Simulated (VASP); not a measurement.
Given:

```
BiGa
1.0
    0.00000     2.91335     2.91335
    2.91335     0.00000     2.91335
    2.91335     2.91335     0.00000
Bi Ga
1 1
Direct
  0.00000   0.00000   0.00000
  0.50000   0.50000   0.50000
```

Calculation: LDA (Ceperley-Alder, Perdew-Zunger), VASP's LDA PAW potentials (set 64) (plane waves; VASP). Numerical set-up: 400 eV cut-off, Gaussian smearing of 0.050 eV, potentials Bi_d Ga_d.

Unless said otherwise, spin-orbit coupling is left out, though it shifts the bands of the heavy elements here.

**Question.** Predict the band gap (along the path) with the smallest direct gap where there is one.

**Answer.** 
```yaml
band gap (along the path): none (metal, semimetal or under 0.01 eV)
```

Total energies compare only between runs with the same potentials, cut-off and functional.

The structure was generated: GaBi was put into the rocksalt type (Fm-3m), which need not be its known phase. It was relaxed first.
